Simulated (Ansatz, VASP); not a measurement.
One calculation of ScNb, two programs

Contents of INCAR:

```
PREC = Accurate
ENCUT = 520
EDIFF = 1E-6
ISMEAR = 0
SIGMA = 0.1
LREAL = F
LASPH = T
NELM = 100
ALGO = Normal
ISIF = 2
LWAVE = F
LCHARG = F
GGA = PE
NBANDS = 19
```

KPOINTS

```
regular mesh
0
Gamma
  15 15 8
```

Contents of POSCAR:

```
ScNb
1.0
    3.0567539926      0.0000000000      0.0000000000
   -1.5283769963      2.6472266106      0.0000000000
    0.0000000000      0.0000000000      5.3618162774
Sc Nb
1 1
Direct
    0.0000000000      0.0000000000      0.0000000000
    0.3333333300      0.6666666700      0.5000000000
```

Input for Ansatz:

```yaml
crystal:
  lattice:
    - [3.0567539926, 0.0, 0.0]
    - [-1.5283769963, 2.6472266106, 0.0]
    - [0.0, 0.0, 5.3618162774]
  atoms:
    - { symbol: Sc, position: [0.0, 0.0, 0.0] }
    - { symbol: Nb, position: [0.33333333, 0.66666667, 0.5] }
basis:
  ecutwfc: 420
kpoints:
  mp_grid: { grid: [15, 15, 8] }
hamiltonian:
  xc: pbe
scf:
  occupations: { method: gaussian, width: 0.1 }
output:
  forces: true
  stress: true
  eigenvalues: true
```

Alike in both runs: task single point; functional PBE; k mesh 15 × 15 × 8; occupations gaussian, width 0.1 eV; no spin polarisation.

|  | VASP | Ansatz |
| --- | --- | --- |
| version | VASP 6.6.1 | Ansatz 0.2.0 |
| potentials or method | VASP PAW PBE potentials, release 64 (Sc_sv, Nb_sv) | scalar-relativistic, plane waves, PAW |
| plane-wave cutoff (eV) | 520 | 420 |
| valence electrons in the cell | 24 | 24 |

|  | VASP | Ansatz | Ansatz less VASP |
| --- | --- | --- | --- |
| gap on the k mesh at the Fermi level (eV) | none | none | - |
| pressure (GPa) | -4.8 | -4.7 | +0.06 |
| largest component of the traceless stress (GPa) | 4.65 | 4.68 | +0.028 |

A gap of «none» marks a metal or a gap that the smearing closes. The functional is the same, so the differences come from potentials, cutoffs and numerics.
